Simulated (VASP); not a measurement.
# SrTiO3: from the relaxed cell to its vibrations, part 2 of 2

What lattice, stiffness and vibrations does SrTiO3 have at one level of theory? The starting structure is a measured crystal structure from the Crystallography Open Database. All runs use LDA.

VASP 6.6.1.

So far. Step 3 (Elastic constants): The elastic tensor has C11 = 384.9, C12 = 110.7, C44 = 119.3 GPa; its Hill averages are a bulk modulus of 202.1 and a shear modulus of 126.2 GPa. Step 4 (Modes of the relaxed cell): The zone-centre modes at 11.510 Å³ an atom are T1u (3) 560.7, T2u 228.1, T1u (2) 172.4, T1u (1) 64.8 cm⁻¹.

## Step 5: Modes at 0.97 of that volume

Level of this step: LDA; plane waves and PAW (Sr_sv, Ti_sv, O) (VASP).

Shape and positions were first relaxed at this volume, in a run that isn't shown.

The input, INCAR:

```
SYSTEM = SrTiO3
PREC = Accurate
ENCUT = 560
EDIFF = 1E-08
NELM = 100
ISMEAR = 0
SIGMA = 0.03
LREAL = .FALSE.
ALGO = Normal
GGA = CA
NBANDS = 26
LASPH = .TRUE.
LORBIT = 11
LWAVE = .FALSE.
LCHARG = .FALSE.
KPAR = 8
IBRION = 8
LEPSILON = .TRUE.
LPEAD = .TRUE.
ISIF = 2
```

The input, POSCAR:

```
SrTiO3
1.0
    3.8218209820      0.0000000000      0.0000000000
    0.0000000000      3.8218209820      0.0000000000
    0.0000000000      0.0000000000      3.8218209820
Sr Ti O
1 1 3
Direct
    0.5000000000      0.5000000000      0.5000000000
    0.0000000000      0.0000000000      0.0000000000
    0.0000000000      0.0000000000      0.5000000000
    0.0000000000      0.5000000000      0.0000000000
    0.5000000000      0.0000000000      0.0000000000
```

The input, KPOINTS:

```
Automatic mesh
0
Gamma
10 10 10
0 0 0
```

PAW data sets: Sr_sv, Ti_sv and O (LDA family, release 64).

On the command line:

```console
$ mpirun -np 8 vasp_std
```

Output:

```text
[... set-up lines as in an earlier step ...]
 entering main loop
       N       E                     dE             d eps       ncg     rms          rms(c)
DAV:   1     0.439116716439E+03    0.43912E+03   -0.22130E+04  2912   0.177E+03
DAV:   2    -0.112884067205E+02   -0.45041E+03   -0.43608E+03  3418   0.476E+02
DAV:   3    -0.515222040540E+02   -0.40234E+02   -0.40028E+02  3350   0.142E+02
DAV:   4    -0.538891607408E+02   -0.23670E+01   -0.23642E+01  4912   0.291E+01
[...]
DAV:  16    -0.441429992327E+02    0.82830E-06   -0.41342E-06  3776   0.239E-02    0.121E-03
DAV:  17    -0.441429992589E+02   -0.26175E-07   -0.24828E-07  4312   0.380E-03    0.837E-04
DAV:  18    -0.441429992507E+02    0.81900E-08   -0.46784E-08  3074   0.256E-03
   1 F= -.44142999E+02 E0= -.44142999E+02  d E =-.391684E-30
 Linear response reoptimize wavefunctions to high precision
DAV:   1    -0.441429992509E+02   -0.13597E-09   -0.25481E-09  2172   0.437E-04
DAV:   2    -0.441429992509E+02    0.13188E-10   -0.42150E-10  1862   0.162E-04
 Linear response to external field (no local field effect), progress :
[...]
RMM:  33    -0.363269743170E+00    0.22314E-08    0.52908E-08 27114   0.771E-04    0.630E-06
 first order change of Fermi-energy   0.11853E-01
 force on displaced ion       3 direction 1 :  -3.975   0.000   0.000
 Born effective charge ion    3 direction 1 :  -2.075   0.000   0.000
 Linear response progress:
  Degree of freedom:   4/  4
       N       E                     dE             d eps       ncg     rms          rms(c)
RMM:   1    -0.384660101516E+00   -0.38466E+00    0.16555E-01 13750   0.351E+00
RMM:   2    -0.366008797101E+00    0.18651E-01   -0.18163E-02 12198   0.823E-01    0.182E-01
RMM:   3    -0.368354172878E+00   -0.23454E-02   -0.80600E-03 12613   0.341E-01    0.960E-02
RMM:   4    -0.370288452639E+00   -0.19343E-02   -0.24305E-03 12913   0.212E-01    0.291E-02
[...]
RMM:  14    -0.370666884509E+00    0.69064E-06   -0.26776E-06 15529   0.119E-03    0.199E-04
RMM:  15    -0.370666964237E+00   -0.79728E-07   -0.32584E-06 15912   0.101E-03    0.195E-04
RMM:  16    -0.370666982517E+00   -0.18280E-07   -0.11780E-06 16103   0.899E-04    0.193E-04
 first order change of Fermi-energy  -0.17886E-01
 force on displaced ion       3 direction 3 :  -0.000   0.000 -16.515
 Born effective charge ion    3 direction 3 :   0.000   0.000  -5.751
 Born effective charges drift removed
 Linear response finished
```

It took 8.2 min on 8 MPI ranks of AMD EPYC 9R45, shared host; peak memory 7.9 GiB; 64 min of CPU time.

Parts of OUTCAR (step 5):

```text
  Total        2.2768523      2.2768523      2.2768523      0.0000000      0.0000000     -0.0000000
  in kB       65.3483193     65.3483193     65.3483193      0.0000000      0.0000000     -0.0000000
  external PRESSURE =      65.3483193 kB  Pullay stress =       0.0000000 kB

 POSITION                                       TOTAL-FORCE (eV/Angst)
 -----------------------------------------------------------------------------------
      1.91091      1.91091      1.91091         0.000000      0.000000      0.000000
      0.00000      0.00000      0.00000         0.000000      0.000000      0.000000
      0.00000      0.00000      1.91091         0.000000      0.000000      0.000000
      0.00000      1.91091      0.00000         0.000000      0.000000      0.000000
      1.91091      0.00000      0.00000         0.000000      0.000000      0.000000
 -----------------------------------------------------------------------------------
    total drift:                                0.000000     -0.000000      0.000000

 MACROSCOPIC STATIC DIELECTRIC TENSOR (including local field effects in DFT)
 ------------------------------------------------------
           6.307416     0.000000    -0.000000
           0.000000     6.307416     0.000000
           0.000000     0.000000     6.307416
 ------------------------------------------------------

 MACROSCOPIC STATIC DIELECTRIC TENSOR IONIC CONTRIBUTION
 ------------------------------------------------------
         168.184887    -0.000000     0.000000
           0.000000   168.184887     0.000000
           0.000000     0.000000   168.184887
 ------------------------------------------------------

[... 1 part as in an earlier step ...]

[... 1 further part left out ...]
```

The log as kept lacks single lines of electronic cycles.

The zone-centre modes at 11.165 Å³ an atom are T1u (3) 599.4, T2u 226.1, T1u (2) 189.0, T1u (1) 112.8 cm⁻¹.

## Step 6: Modes at 1.03 of that volume

Shape and positions were first relaxed at this volume, in a run that isn't shown.

INCAR is that of step 5.

POSCAR: that of step 5 with these lines changed.

```diff
@@ -2,5 +2,5 @@
 1.0
-    3.8218209820      0.0000000000      0.0000000000
-    0.0000000000      3.8218209820      0.0000000000
-    0.0000000000      0.0000000000      3.8218209820
+    3.8990502941      0.0000000000      0.0000000000
+    0.0000000000      3.8990502941      0.0000000000
+    0.0000000000      0.0000000000      3.8990502941
 Sr Ti O
```

KPOINTS is that of step 5.

On the command line:

```console
$ mpirun -np 8 vasp_std
```

Output:

```text
[... set-up lines as in an earlier step ...]
 entering main loop
       N       E                     dE             d eps       ncg     rms          rms(c)
DAV:   1     0.441923569571E+03    0.44192E+03   -0.21942E+04  2912   0.176E+03
DAV:   2    -0.111279211726E+02   -0.45305E+03   -0.43836E+03  3424   0.474E+02
DAV:   3    -0.518022628618E+02   -0.40674E+02   -0.40462E+02  3428   0.143E+02
DAV:   4    -0.541412161843E+02   -0.23390E+01   -0.23361E+01  4932   0.291E+01
[...]
DAV:  16    -0.441519681121E+02    0.14986E-05   -0.63365E-06  3688   0.303E-02    0.253E-03
DAV:  17    -0.441519680815E+02    0.30605E-07   -0.57357E-07  4430   0.689E-03    0.979E-04
DAV:  18    -0.441519680755E+02    0.59745E-08   -0.67445E-08  3426   0.348E-03
   1 F= -.44151968E+02 E0= -.44151968E+02  d E =-.209745E-12
 Linear response reoptimize wavefunctions to high precision
DAV:   1    -0.441519680747E+02    0.78035E-09   -0.72832E-09  3220   0.677E-04
DAV:   2    -0.441519680748E+02   -0.33651E-10   -0.69361E-10  1848   0.183E-04
 Linear response to external field (no local field effect), progress :
[...]
RMM:  21    -0.362907175438E+00   -0.30934E-07   -0.27314E-06 28018   0.114E-03    0.288E-04
 first order change of Fermi-energy   0.18923E-02
 force on displaced ion       3 direction 1 :  -3.923   0.000   0.000
 Born effective charge ion    3 direction 1 :  -2.050   0.000   0.000
 Linear response progress:
  Degree of freedom:   4/  4
       N       E                     dE             d eps       ncg     rms          rms(c)
RMM:   1    -0.379631040288E+00   -0.37963E+00    0.19934E-01 13636   0.334E+00
RMM:   2    -0.365266374015E+00    0.14365E-01   -0.16608E-02 12078   0.793E-01    0.171E-01
RMM:   3    -0.367299323036E+00   -0.20329E-02   -0.67734E-03 12685   0.324E-01    0.902E-02
RMM:   4    -0.369149261087E+00   -0.18499E-02   -0.24015E-03 12913   0.210E-01    0.274E-02
[...]
RMM:  98    -0.369459406182E+00    0.58728E-09   -0.16867E-06 15402   0.999E-04    0.471E-06
RMM:  99    -0.369459406819E+00   -0.63628E-09   -0.12079E-06 15381   0.999E-04    0.342E-06
RMM: 100    -0.369459405663E+00    0.11552E-08   -0.15367E-06 15400   0.999E-04    0.470E-06
 first order change of Fermi-energy   0.14863E-02
 force on displaced ion       3 direction 3 :  -0.000   0.000 -11.133
 Born effective charge ion    3 direction 3 :   0.000   0.000  -5.810
 Born effective charges drift removed
 Linear response finished
```

Wall time 9.1 min (8 MPI ranks); peak memory 7.8 GiB; 73 min of CPU time.

OUTCAR, selected parts (step 6):

```text
  Total       -2.0644083     -2.0644083     -2.0644083      0.0000000     -0.0000000      0.0000000
  in kB      -55.7994184    -55.7994184    -55.7994184      0.0000000     -0.0000000      0.0000000
  external PRESSURE =     -55.7994184 kB  Pullay stress =       0.0000000 kB

 POSITION                                       TOTAL-FORCE (eV/Angst)
 -----------------------------------------------------------------------------------
      1.94953      1.94953      1.94953         0.000000      0.000000      0.000000
      0.00000      0.00000      0.00000         0.000000      0.000000      0.000000
      0.00000      0.00000      1.94953         0.000000      0.000000      0.000000
      0.00000      1.94953      0.00000         0.000000      0.000000      0.000000
      1.94953      0.00000      0.00000         0.000000      0.000000      0.000000
 -----------------------------------------------------------------------------------
    total drift:                                0.000000     -0.000000      0.000000

 MACROSCOPIC STATIC DIELECTRIC TENSOR (including local field effects in DFT)
 ------------------------------------------------------
           6.401444    -0.000000    -0.000000
           0.000000     6.401444    -0.000000
           0.000000     0.000000     6.401444
 ------------------------------------------------------

 MACROSCOPIC STATIC DIELECTRIC TENSOR IONIC CONTRIBUTION
 ------------------------------------------------------
           5.496877    -0.000000    -0.000000
          -0.000000     5.496877    -0.000000
          -0.000000    -0.000000     5.496877
 ------------------------------------------------------

[... 1 part as in an earlier step ...]

[... 1 further part left out ...]
```

The zone-centre modes at 11.855 Å³ an atom are T1u (3) 525.8, T2u 226.5, T1u (2) 152.9, T1u (1) -87.5 cm⁻¹.

## Step 7: The runs compared

```tsv
run	volume (Å³/atom)	T1u (3)	T2u	T1u (2)	T1u (1)	core minutes
relaxation	11.51	-	-	-	-	0.693
elastic constants	11.51	-	-	-	-	50.4
modes of the relaxed cell	11.51	560.7	228.1	172.4	64.8	61.5
modes at 0.97 of that volume	11.165	599.4	226.1	189.0	112.8	65.8
modes at 1.03 of that volume	11.855	525.8	226.5	152.9	-87.5	72.8
```

Modes are in cm⁻¹, degenerate ones as one, matched by symmetry and order. A number in brackets counts the listed modes of one symmetry from the lowest. The symmetry labels come from an automatic analysis and can be wrong where levels nearly coincide. Core minutes are wall time times ranks of the run shown, on a shared host.

## Step 8: Outcome

* relaxed volume: 11.51 Å³/atom
* bulk modulus from two volumes: 201 GPa
* Hill shear modulus: 126 GPa
* mode T1u (3): 560.7 cm⁻¹
* mode T2u: 228.1 cm⁻¹
* mode T1u (2): 172.4 cm⁻¹
* mode T1u (1): 64.8 cm⁻¹
* Grüneisen parameter of T1u (3): 2.18
* Grüneisen parameter of T1u (2): 3.53

**Reading.** At the LDA level SrTiO3 relaxes to 11.51 Å³ an atom. The bulk modulus is 201.3 GPa from the pressures at two volumes and 202.1 GPa as the Hill average of the elastic tensor, so the two routes agree. The mode Grüneisen parameters, from the cells at 0.97 and 1.03 of the volume, run from 2.18 (T1u (3)) to 3.53 (T1u (2)). Levels that come within 1 cm⁻¹ of another or under 2 cm⁻¹, or whose frequency doesn't run one way with the volume, are left out of this. Soft modes change by more than one parameter describes: T1u (1) goes from 112.8 to -87.5 cm⁻¹ between the two cells. Imaginary modes appear in the modes at 1.03 of that volume, given as negative numbers, so the symmetric structure may be unstable at those volumes. The dielectric constants and Born charges in the logs aren't compared here; at a small gap they can be far off, and in a run without a gap they mean nothing. The frequencies are harmonic, and the splitting of polar modes by their long-range field is left out. All values are for a static lattice. Further runs on this material are not shown.

[Lines on the potential files, build, host, timing and source positions are cut from VASP's logs without a mark.]

[Logs are printed without paths, hosts, clocks, repeated set-up lines and the standing remarks that a program may print on its own settings, such as how far it seeks lower states.]

[Hosts, paths, dates, database ids (printed as entryN), source tags and the programs' standing remarks are cut or masked in the printed files.]
